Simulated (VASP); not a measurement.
# Quasiparticle energies of C (Diamond) in VASP, part 5 of 7

Wanted: how far GW moves the Kohn-Sham levels of C (Diamond). The cell has space group Fd-3m. The start is a cell from a database of measured crystal structures.

VASP 6.6.1, plane waves and PAW; the level of theory is named at each step.

So far, quasiparticle gap on the mesh (eV): step 4 (evGW0) 5.56.

### 5. evGW (continued)

Level of this step: evGW on LDA; plane waves and PAW (C_GW) (VASP).

OUTCAR, selected parts (step 5):

```text
   NELECT =       8.0000    total number of electrons

 E-fermi :  11.8104

 QP shifts <psi_nk| G(iteration)W_0 |psi_nk>: iteration 2
 k-point   1 :       0.0000    0.0000    0.0000
  band No. old QP-enery  QP-energies   sigma(KS)   T+V_ion+V_H  V^pw_x(r,r')   Z            occupation Imag(sigma)
      1     -13.1759     -13.8090     -17.2200       3.2231     -25.3285       0.7711       2.0000       1.2036
      2       9.3059       9.1908     -17.5777      26.7470     -19.0633       0.8428       2.0000       0.0654
      3       9.3059       9.1908     -17.5777      26.7470     -19.0633       0.8428       2.0000       0.0654
      4       9.3059       9.1908     -17.5777      26.7470     -19.0633       0.8428       2.0000       0.0654
      5      16.5997      16.8539     -14.1882      31.0906      -9.3898       0.8395       0.0000      -0.0897
      6      16.5997      16.8539     -14.1882      31.0906      -9.3898       0.8395       0.0000      -0.0897
      7      16.5997      16.8539     -14.1882      31.0906      -9.3898       0.8395       0.0000      -0.0897
      8      24.2134      24.6624     -14.7979      39.5774      -7.7007       0.7932       0.0000      -0.1978
    ...

 k-point   2 :       0.1250    0.0000    0.0000
  band No. old QP-enery  QP-energies   sigma(KS)   T+V_ion+V_H  V^pw_x(r,r')   Z            occupation Imag(sigma)
      1     -12.7250     -13.3502     -17.2203       3.6850     -25.2189       0.7716       2.0000       1.1488
      2       6.7245       6.5536     -17.2775      23.7976     -19.3595       0.8356       2.0000       0.0818
      3       8.6244       8.4964     -17.4649      25.9371     -19.0971       0.8415       2.0000       0.0689
      4       8.6244       8.4964     -17.4649      25.9371     -19.0971       0.8415       2.0000       0.0689
      5      17.4989      17.7729     -14.2873      32.1137      -9.2656       0.8364       0.0000      -0.0961
      6      17.4989      17.7729     -14.2873      32.1137      -9.2656       0.8364       0.0000      -0.0961
      7      17.8517      18.1256     -14.4078      32.5872      -9.3708       0.8359       0.0000      -0.0972
      8      24.6203      25.0814     -14.6222      39.8240      -7.4459       0.7930       0.0000      -0.2060
    ...

 QP shifts <psi_nk| G(iteration)W_0 |psi_nk>: iteration 3
 k-point   1 :       0.0000    0.0000    0.0000
  band No. old QP-enery  QP-energies   sigma(KS)   T+V_ion+V_H  V^pw_x(r,r')   Z            occupation Imag(sigma)
      1     -13.8090     -14.0153     -17.2983       3.2231     -25.3285       0.7749       2.0000       1.1571
      2       9.1908       9.1610     -17.5914      26.7470     -19.0633       0.8468       2.0000       0.0634
      3       9.1908       9.1610     -17.5914      26.7470     -19.0633       0.8468       2.0000       0.0634
      4       9.1908       9.1610     -17.5914      26.7470     -19.0633       0.8468       2.0000       0.0634
      5      16.8539      16.9122     -14.1676      31.0906      -9.3898       0.8437       0.0000      -0.0872
      6      16.8539      16.9122     -14.1676      31.0906      -9.3898       0.8437       0.0000      -0.0872
      7      16.8539      16.9122     -14.1676      31.0906      -9.3898       0.8437       0.0000      -0.0872
      8      24.6624      24.7895     -14.7559      39.5774      -7.7007       0.7985       0.0000      -0.1905
    ...

 QP shifts <psi_nk| G(iteration)W_0 |psi_nk>: iteration 4
 k-point   1 :       0.0000    0.0000    0.0000
  band No. old QP-enery  QP-energies   sigma(KS)   T+V_ion+V_H  V^pw_x(r,r')   Z            occupation Imag(sigma)
      1     -14.0153     -14.0750     -17.3153       3.2231     -25.3285       0.7759       2.0000       1.1505
      2       9.1610       9.1534     -17.5950      26.7470     -19.0633       0.8478       2.0000       0.0629
      3       9.1610       9.1534     -17.5950      26.7470     -19.0633       0.8478       2.0000       0.0629
      4       9.1610       9.1534     -17.5950      26.7470     -19.0633       0.8478       2.0000       0.0629
      5      16.9122      16.9268     -14.1612      31.0906      -9.3898       0.8448       0.0000      -0.0866
      6      16.9122      16.9268     -14.1612      31.0906      -9.3898       0.8448       0.0000      -0.0866
      7      16.9122      16.9268     -14.1612      31.0906      -9.3898       0.8448       0.0000      -0.0866
      8      24.7895      24.8227     -14.7464      39.5774      -7.7007       0.7999       0.0000      -0.1890
    ...

[... 17 parts as in an earlier step ...]

[... 21 further parts left out ...]
```

Numbers from this step:

```yaml
quasiparticle_gap_on_the_mesh: 5.801 eV
smallest_direct_quasiparticle_gap_on_the_mesh: 7.773 eV
```

QP gap by iteration, by row:

| iteration | gap (eV) | direct gap (eV) |
| --- | --- | --- |
| 1 | 5.383 | 7.294 |
| 2 | 5.701 | 7.663 |
| 3 | 5.781 | 7.751 |
| 4 | 5.801 | 7.773 |

GW takes the gap from 4.103 to 5.801 eV. That is +245 meV against evGW0 on LDA. The last pass still moved it by +20 meV. The value holds for 64 bands, ENCUTGW = 180 eV and this mesh, and isn't shown to be converged in them.

### 6. QPGW0

This step: QPGW0 on LDA; plane waves and PAW (C_GW) (VASP 6.6.1).

Here the orbitals are updated too, by diagonalising a Hermitian self-energy in the bands up to NBANDSGW.

INCAR

```
SYSTEM = C
PREC = Accurate
ENCUT = 440
ISMEAR = 0
SIGMA = 0.01
LREAL = .FALSE.
GGA = CA
NBANDS = 64
ALGO = QPGW0
NELMGW = 4
ENCUTGW = 180
NOMEGA = 48
PRECFOCK = Fast
NBANDSGW = 20
LWAVE = .FALSE.
LCHARG = .FALSE.
```

POSCAR

```
C
1.0
    0.0000000000      1.7833700000      1.7833700000
    1.7833700000      0.0000000000      1.7833700000
    1.7833700000      1.7833700000      0.0000000000
C
2
Direct
    0.7500000000      0.7500000000      0.7500000000
    0.5000000000      0.5000000000      0.5000000000
```

KPOINTS

```
Automatic mesh
0
Gamma
8 8 8
0 0 0
```

PAW data sets: C_GW (LDA family, release 64).

Command:

```bash
$ mpirun -np 4 vasp_std
```

Log:

```text
[banner, memory and clock lines left out]
running    4 mpi-ranks, on    1 nodes
 distrk:  each k-point on    4 cores,    1 groups
 distr:  one band on    1 cores,    4 groups

 POSCAR found type information on POSCAR C
 POSCAR found :  1 types and       2 ions
 [... a notice as in an earlier step ...]

 LDA part: xc-table for (Slater(with rela. corr.)+CA(PZ))
 , standard interpolation
 found WAVECAR, reading the header
 POSCAR, INCAR and KPOINTS ok, starting setup
 FFT: planning ... GRIDC
 FFT: planning ... GRID_SOFT
 FFT: planning ... GRID
 reading WAVECAR
 the WAVECAR file was read successfully
 initial charge from wavefunction
 available memory per node:    170.28 GB, setting MAXMEM to    174364

 The Fermi energy was updated, please check that it is located mid-gap
 values below the HOMO (VB) or above the LUMO (CB) will cause erroneous energies
 E-fermi :  11.8104

 calculate exact exchange contribution
 the WAVEDER file was read successfully
energies w=
    0.000    0.000    1.215    0.000    2.425    0.000    3.626    0.000
    4.812    0.000    5.982    0.000    7.133    0.000    8.263    0.000
    9.372    0.000   10.461    0.000   11.530    0.000   12.582    0.000
   13.618    0.000   14.643    0.000   15.658    0.000   16.667    0.000
   17.675    0.000   18.685    0.000   19.701    0.000   20.729    0.000
   21.773    0.000   22.839    0.000   23.933    0.000   25.063    0.000
   26.236    0.000   27.462    0.000   28.749    0.000   30.112    0.000
   31.563    0.000   33.122    0.000   34.807    0.000   36.645    0.000
   38.667    0.000   40.912    0.000   43.434    0.000   46.295    0.000
   49.583    0.000   53.415    0.000   57.952    0.000   63.421    0.000
   70.155    0.000   78.661    0.000   89.749    0.000  104.798    0.000
  126.366    0.000  159.778    0.000  218.280    0.000  346.469    0.000
 responsefunction array rank=      72
 LDA part: xc-table for (Slater(with rela. corr.)+CA(PZ))
 , standard interpolation

 min. memory requirement per mpi rank    332.8 MB, per node   1331.3 MB

 allocating  12 responsefunctions rank=    72
 shmem allocating  48 responsefunctions rank=    72
 response function shared by NCSHMEM nodes    1
 Doing           12  frequencies on each core in blocks of           48
NQ=   1    0.0000    0.0000    0.0000,
|.........|.........|.........|.........|.........|.........|.........|.........
 performed        320000 updates of chi_q(r,r)
 total number of BLAS operations          8.91 Gflops
NQ=   2    0.1250    0.0000    0.0000,
|.........|.........|.........|.........|.........|.........|.........|.........
 performed        995000 updates of chi_q(r,r)
 total number of BLAS operations         29.69 Gflops
NQ=   3    0.2500    0.0000    0.0000,
|.........|.........|.........|.........|.........|.........|.........|.........
 performed       1670000 updates of chi_q(r,r)
 total number of BLAS operations         50.48 Gflops
NQ=   4    0.3750    0.0000    0.0000,
|.........|.........|.........|.........|.........|.........|.........|.........
 performed       2345000 updates of chi_q(r,r)
 total number of BLAS operations         72.62 Gflops
NQ=   5    0.5000    0.0000    0.0000,
|.........|.........|.........|.........|.........|.........|.........|.........
 performed       2877000 updates of chi_q(r,r)
 total number of BLAS operations         93.50 Gflops
NQ=   6    0.1250    0.1250    0.0000,
|.........|.........|.........|.........|.........|.........|.........|.........
 performed       3532000 updates of chi_q(r,r)
 total number of BLAS operations        112.37 Gflops
NQ=   7    0.2500    0.1250    0.0000,
|.........|.........|.........|.........|.........|.........|.........|.........
 performed       4730000 updates of chi_q(r,r)
 total number of BLAS operations        149.22 Gflops
NQ=   8    0.3750    0.1250    0.0000,
|.........|.........|.........|.........|.........|.........|.........|.........
 performed       5928000 updates of chi_q(r,r)
 total number of BLAS operations        186.06 Gflops
NQ=   9    0.5000    0.1250    0.0000,
|.........|.........|.........|.........|.........|.........|.........|.........
 performed       7126000 updates of chi_q(r,r)
 total number of BLAS operations        226.55 Gflops
NQ=  10   -0.3750    0.1250    0.0000,
|.........|.........|.........|.........|.........|.........|.........|.........
 performed       8324000 updates of chi_q(r,r)
 total number of BLAS operations        265.81 Gflops
NQ=  11   -0.2500    0.1250    0.0000,
|.........|.........|.........|.........|.........|.........|.........|.........
 performed       9522000 updates of chi_q(r,r)
 total number of BLAS operations        302.66 Gflops
NQ=  12   -0.1250    0.1250    0.0000,
|.........|.........|.........|.........|.........|.........|.........|.........
 performed      10474000 updates of chi_q(r,r)
 total number of BLAS operations        331.00 Gflops
NQ=  13    0.2500    0.2500    0.0000,
|.........|.........|.........|.........|.........|.........|.........|.........
 performed      11129000 updates of chi_q(r,r)
 total number of BLAS operations        349.88 Gflops
NQ=  14    0.3750    0.2500    0.0000,
|.........|.........|.........|.........|.........|.........|.........|.........
 performed      12327000 updates of chi_q(r,r)
 total number of BLAS operations        389.14 Gflops
NQ=  15    0.5000    0.2500    0.0000,
|.........|.........|.........|.........|.........|.........|.........|.........
 performed      13525000 updates of chi_q(r,r)
 total number of BLAS operations        427.18 Gflops
NQ=  16   -0.3750    0.2500    0.0000,
|.........|.........|.........|.........|.........|.........|.........|.........
 performed      14723000 updates of chi_q(r,r)
 total number of BLAS operations        462.84 Gflops
NQ=  17   -0.2500    0.2500    0.0000,
|.........|.........|.........|.........|.........|.........|.........|.........
 performed      15675000 updates of chi_q(r,r)
 total number of BLAS operations        489.36 Gflops
NQ=  18    0.3750    0.3750    0.0000,
|.........|.........|.........|.........|.........|.........|.........|.........
 performed      16330000 updates of chi_q(r,r)
 total number of BLAS operations        510.84 Gflops
NQ=  19    0.5000    0.3750    0.0000,
|.........|.........|.........|.........|.........|.........|.........|.........
 performed      17528000 updates of chi_q(r,r)
 total number of BLAS operations        547.68 Gflops
NQ=  20   -0.3750    0.3750    0.0000,
|.........|.........|.........|.........|.........|.........|.........|.........
 performed      18480000 updates of chi_q(r,r)
 total number of BLAS operations        581.88 Gflops
[...]
NQ=          24  operations           2
 NQ=          25  operations           2
 NQ=          26  operations           1
 NQ=          27  operations           2
 NQ=          28  operations           4
 NQ=          29  operations           8
 allocating  12 responsefunctions rank=    72
 shmem allocating  48 responsefunctions rank=    72
 response function shared by NCSHMEM nodes    1
 Doing           12  frequencies on each core in blocks of           48
NQ=   1    0.0000    0.0000    0.0000,
|.........|.........|.........|.........|.........|.........|.........|.........
 performed        320000 updates of chi_q(r,r)
 total number of BLAS operations          8.91 Gflops
NQ=   2    0.1250    0.0000    0.0000,
|.........|.........|.........|.........|.........|.........|.........|.........
 performed        995000 updates of chi_q(r,r)
 total number of BLAS operations         29.69 Gflops
NQ=   3    0.2500    0.0000    0.0000,
|.........|.........|.........|.........|.........|.........|.........|.........
 performed       1670000 updates of chi_q(r,r)
 total number of BLAS operations         50.48 Gflops
NQ=   4    0.3750    0.0000    0.0000,
|.........|.........|.........|.........|.........|.........|.........|.........
 performed       2345000 updates of chi_q(r,r)
 total number of BLAS operations         72.62 Gflops
NQ=   5    0.5000    0.0000    0.0000,
|.........|.........|.........|.........|.........|.........|.........|.........
 performed       2877000 updates of chi_q(r,r)
 total number of BLAS operations         93.50 Gflops
NQ=   6    0.1250    0.1250    0.0000,
|.........|.........|.........|.........|.........|.........|.........|.........
 performed       3532000 updates of chi_q(r,r)
 total number of BLAS operations        112.37 Gflops
NQ=   7    0.2500    0.1250    0.0000,
|.........|.........|.........|.........|.........|.........|.........|.........
 performed       4730000 updates of chi_q(r,r)
 total number of BLAS operations        149.22 Gflops
NQ=   8    0.3750    0.1250    0.0000,
|.........|.........|.........|.........|.........|.........|.........|.........
 performed       5928000 updates of chi_q(r,r)
 total number of BLAS operations        186.06 Gflops
NQ=   9    0.5000    0.1250    0.0000,
|.........|.........|.........|.........|.........|.........|.........|.........
 performed       7126000 updates of chi_q(r,r)
 total number of BLAS operations        226.55 Gflops
NQ=  10   -0.3750    0.1250    0.0000,
|.........|.........|.........|.........|.........|.........|.........|.........
 performed       8324000 updates of chi_q(r,r)
 total number of BLAS operations        265.81 Gflops
NQ=  11   -0.2500    0.1250    0.0000,
|.........|.........|.........|.........|.........|.........|.........|.........
 performed       9522000 updates of chi_q(r,r)
 total number of BLAS operations        302.66 Gflops
NQ=  12   -0.1250    0.1250    0.0000,
|.........|.........|.........|.........|.........|.........|.........|.........
 performed      10474000 updates of chi_q(r,r)
 total number of BLAS operations        331.00 Gflops
NQ=  13    0.2500    0.2500    0.0000,
|.........|.........|.........|.........|.........|.........|.........|.........
 performed      11129000 updates of chi_q(r,r)
 total number of BLAS operations        349.88 Gflops
NQ=  14    0.3750    0.2500    0.0000,
|.........|.........|.........|.........|.........|.........|.........|.........
 performed      12327000 updates of chi_q(r,r)
 total number of BLAS operations        389.14 Gflops
NQ=  15    0.5000    0.2500    0.0000,
|.........|.........|.........|.........|.........|.........|.........|.........
 performed      13525000 updates of chi_q(r,r)
 total number of BLAS operations        427.18 Gflops
NQ=  16   -0.3750    0.2500    0.0000,
|.........|.........|.........|.........|.........|.........|.........|.........
 performed      14723000 updates of chi_q(r,r)
 total number of BLAS operations        462.84 Gflops
NQ=  17   -0.2500    0.2500    0.0000,
|.........|.........|.........|.........|.........|.........|.........|.........
 performed      15675000 updates of chi_q(r,r)
 total number of BLAS operations        489.36 Gflops
NQ=  18    0.3750    0.3750    0.0000,
|.........|.........|.........|.........|.........|.........|.........|.........
 performed      16330000 updates of chi_q(r,r)
 total number of BLAS operations        510.84 Gflops
NQ=  19    0.5000    0.3750    0.0000,
|.........|.........|.........|.........|.........|.........|.........|.........
 performed      17528000 updates of chi_q(r,r)
 total number of BLAS operations        547.68 Gflops
NQ=  20   -0.3750    0.3750    0.0000,
|.........|.........|.........|.........|.........|.........|.........|.........
 performed      18480000 updates of chi_q(r,r)
 total number of BLAS operations        581.88 Gflops
NQ=  21    0.5000    0.5000    0.0000,
|.........|.........|.........|.........|.........|.........|.........|.........
 performed      18943000 updates of chi_q(r,r)
 total number of BLAS operations        597.06 Gflops
NQ=  22    0.3750    0.2500    0.1250,
|.........|.........|.........|.........|.........|.........|.........|.........
 performed      20284000 updates of chi_q(r,r)
 total number of BLAS operations        637.00 Gflops
NQ=  23    0.5000    0.2500    0.1250,
|.........|.........|.........|.........|.........|.........|.........|.........
 performed      21840000 updates of chi_q(r,r)
 total number of BLAS operations        684.86 Gflops
NQ=  24   -0.3750    0.2500    0.1250,
|.........|.........|.........|.........|.........|.........|.........|.........
 performed      23089000 updates of chi_q(r,r)
 total number of BLAS operations        723.28 Gflops
NQ=  25    0.5000    0.3750    0.1250,
|.........|.........|.........|.........|.........|.........|.........|.........
 performed      24430000 updates of chi_q(r,r)
 total number of BLAS operations        764.53 Gflops
NQ=  26   -0.3750    0.3750    0.1250,
|.........|.........|.........|.........|.........|.........|.........|.........
 performed      25986000 updates of chi_q(r,r)
 total number of BLAS operations        812.40 Gflops
NQ=  27   -0.2500    0.3750    0.1250,
|.........|.........|.........|.........|.........|.........|.........|.........
 performed      27235000 updates of chi_q(r,r)
 total number of BLAS operations        849.58 Gflops
NQ=  28   -0.3750    0.5000    0.1250,
|.........|.........|.........|.........|.........|.........|.........|.........
 performed      28189000 updates of chi_q(r,r)
 total number of BLAS operations        878.95 Gflops
NQ=  29   -0.2500    0.5000    0.2500,
|.........|.........|.........|.........|.........|.........|.........|.........
 performed      28834000 updates of chi_q(r,r)
 total number of BLAS operations        895.13 Gflops
 resolving degeneracies of screened two electron integrals

 QP shifts <psi_nk| G(iteration)W_0 |psi_nk>: iteration 4
 NQ=           1  operations          48
 NQ=           2  operations           6
 NQ=           3  operations           6
 NQ=           4  operations           6
 NQ=           5  operations          12
 NQ=           6  operations           8
 NQ=           7  operations           2
 NQ=           8  operations           2
 NQ=           9  operations           2
 NQ=          10  operations           2
 NQ=          11  operations           2
 NQ=          12  operations           4
 NQ=          13  operations           8
 NQ=          14  operations           2
 NQ=          15  operations           2
 NQ=          16  operations           2
 NQ=          17  operations           4
 NQ=          18  operations           8
 NQ=          19  operations           2
 NQ=          20  operations           4
 NQ=          21  operations          16
 NQ=          22  operations           2
 NQ=          23  operations           1
 NQ=          24  operations           2
 NQ=          25  operations           2
 NQ=          26  operations           1
 NQ=          27  operations           2
 NQ=          28  operations           4
 NQ=          29  operations           8
 entering main loop
```

Wall time 33 min (4 MPI ranks of AMD EPYC 7R43, shared host); peak memory 1.2 GiB.

[end of part 5 of 7]

[Lines on the potential files, build, host, timing and source positions are cut from VASP's logs without a mark.]

[Logs are printed without paths, hosts, clocks, repeated set-up lines and the standing remarks that a program may print on its own settings, such as how far it seeks lower states.]

[Hosts, paths, dates, database ids (printed as entryN), source tags and the programs' standing remarks are cut or masked in the printed files.]

[Pressures printed for these runs are not shown converged in the cutoff: they can be off by several GPa and have the wrong sign.]

[In band tables of VASP the shares of atoms and orbitals are scaled to a sum of 1 inside the atoms' spheres.]
